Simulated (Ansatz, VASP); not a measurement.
# H13C3S2: VASP beside Ansatz

```
CELL_PARAMETERS angstrom
8.75382 0.00000 0.00000
0.00000 8.75382 0.00000
0.00000 0.00000 8.75382
ATOMIC_POSITIONS crystal
C 0.73526 0.97743 0.10462
C 0.61492 0.10044 0.13462
C 0.41153 0.54814 0.96577
C 0.57143 0.53504 0.89717
C 0.63875 0.16100 0.63105
C 0.76171 0.05527 0.56695
H 0.78991 0.94021 0.21143
H 0.68480 0.87588 0.05085
H 0.82553 0.01992 0.02809
H 0.55797 0.13532 0.02827
H 0.52648 0.05846 0.21346
H 0.66655 0.20297 0.18524
H 0.34298 0.63544 0.90696
H 0.34884 0.43970 0.95793
H 0.41585 0.57976 0.08715
H 0.63978 0.44853 0.95704
H 0.56695 0.50269 0.77598
H 0.63347 0.64405 0.90449
H 0.55237 0.18830 0.54410
H 0.57876 0.10834 0.72783
H 0.68752 0.26951 0.67109
H 0.85094 0.03180 0.65216
H 0.71351 0.94486 0.53164
H 0.81733 0.10505 0.46586
H 0.19734 0.18597 0.74359
H 0.16214 0.96685 0.72960
H 0.94360 0.49955 0.98120
H 0.02116 0.29217 0.00739
H 0.26476 0.14430 0.25939
H 0.10855 0.02340 0.15743
H 0.13885 0.47506 0.48487
H 0.99365 0.30827 0.50607
S 0.22294 0.06230 0.83492
S 0.97646 0.40689 0.10089
S 0.13450 0.07275 0.30217
S 0.06410 0.40636 0.60281
```

Alike in both runs: functional PBE; dispersion D3(BJ); k mesh 1 × 1 × 1; occupations fermi-dirac, width 0.05 eV; no spin polarisation.

Ansatz relaxed the structure, and its values are those at the end. VASP's run is a single point on that final structure, the one shown.

```csv
,VASP,Ansatz
version,VASP 6.6.1,Ansatz 0.2.0
potentials or method,"VASP PAW PBE potentials, release 64 (C, H, S)","scalar-relativistic, plane waves, PAW"
plane-wave cutoff (eV),520,420
valence electrons in the cell,74,74
```

```csv
,VASP,Ansatz,Ansatz less VASP
gap on the k mesh at the Fermi level (eV),4.35,4.32,-0.025
rms of the force components (eV/Å),0.063,0.041,-0.0212
dispersion energy (meV/atom),-32.7,-32.7,-0.01
```

Ansatz warned: «xc_potential_rough_in_thin_density».

As with any semilocal functional, this PBE gap is likely too small.
